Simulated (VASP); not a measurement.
The system is NiMoIrPdW.

```
Ni Mo Pd Ir W
1.0
     2.76078    0.00000    0.00000
    -1.38039    2.39090    0.00000
     0.00000    0.00000   11.34051
Ni Mo Pd Ir W
1 1 1 1 1
Direct
  0.00000 0.00000 0.70917
  0.66667 0.33333 0.29425
  0.66667 0.33333 0.89901
  0.00000 0.00000 0.10604
  0.66667 0.33333 0.52921
```

The cell was built by a generator and needn't be a form met in nature.

* Program: VASP 6.6.1
* Task: relaxation of cell and atoms
* Functional: PBE
* Dispersion: TS
* Potentials or basis: VASP PAW PBE potentials, release 64 (Ni, Mo_sv, Pd, Ir, W_sv)
* Cutoff: 600 eV
* k mesh: 11 × 11 × 3
* Occupations: fermi-dirac, width 0.05 eV
* Spin: collinear spin, ferromagnetic start
* Starting moments: [1.0, 1.0, 0.0, 0.6, 0.0] μB

At the start: pressure -9.2 GPa; volume 14.97 Å³/atom.

**Question.** Where does the relaxation end?

**Answer.** Over 30 steps the energy falls by 18.5 meV/atom and the volume is 14.35 Å³/atom (-4.2 %); space group P3m1 (No. 156, to 0.05 Å); moment 0.00 μB per cell.

Step by step:
```csv
step,energy change (eV),largest force (eV/Å),pressure (GPa),volume (Å³)
1,0.0000,0.2437,-9.17,74.86
2,0.3921,1.0322,27.09,65.95
3,-0.0822,0.4557,-0.68,72.13
4,-0.0823,0.4722,0.01,71.91
5,-0.0822,0.4755,0.07,71.85
6,0.0355,0.7134,12.20,68.86
7,-0.0819,0.4824,0.45,71.79
8,-0.0894,0.1385,0.35,71.62
9,-0.0899,0.1024,0.36,71.65
10,-0.0899,0.1020,0.47,71.65
11,-0.0918,0.0752,-0.87,72.00
12,-0.0917,0.0756,-0.74,71.96
13,-0.0917,0.0767,-0.64,71.89
14,-0.0923,0.0474,-0.35,71.84
15,-0.0924,0.0311,-0.26,71.80
16,-0.0922,0.0208,0.09,71.70
17,-0.0922,0.0225,0.11,71.71
18,-0.0923,0.0231,0.07,71.72
19,-0.0924,0.0117,-0.01,71.73
20,-0.0924,0.0118,-0.01,71.73
21,-0.0924,0.0084,0.00,71.73
22,-0.0924,0.0059,0.01,71.71
23,-0.0924,0.0075,0.10,71.71
24,-0.0924,0.0072,0.06,71.71
25,-0.0924,0.0041,0.13,71.72
26,-0.0925,0.0058,-0.01,71.75
27,-0.0925,0.0037,-0.10,71.75
28,-0.0925,0.0026,-0.09,71.73
29,-0.0925,0.0028,-0.04,71.73
30,-0.0925,0.0035,-0.02,71.73
```

Final structure:
```cif
data_structure
_symmetry_space_group_name_H-M 'P 1'
_symmetry_Int_Tables_number 1
_cell_length_a 2.7175
_cell_length_b 2.7175
_cell_length_c 11.2150
_cell_angle_alpha 90.000
_cell_angle_beta 90.000
_cell_angle_gamma 120.000
_cell_volume 71.73
loop_
_atom_site_label
_atom_site_type_symbol
_atom_site_fract_x
_atom_site_fract_y
_atom_site_fract_z
_atom_site_occupancy
Ni1 Ni 0.00000 0.00000 0.71057 1
Mo1 Mo 0.66667 0.33333 0.29511 1
Pd1 Pd 0.66667 0.33333 0.89803 1
Ir1 Ir 0.00000 0.00000 0.10361 1
W1 W 0.66667 0.33333 0.53035 1
```

Caveat: atom-pairwise D2, TS and ULG terms overbind metals; pairwise dispersion overbinds metals, which lowers pressure and volume.
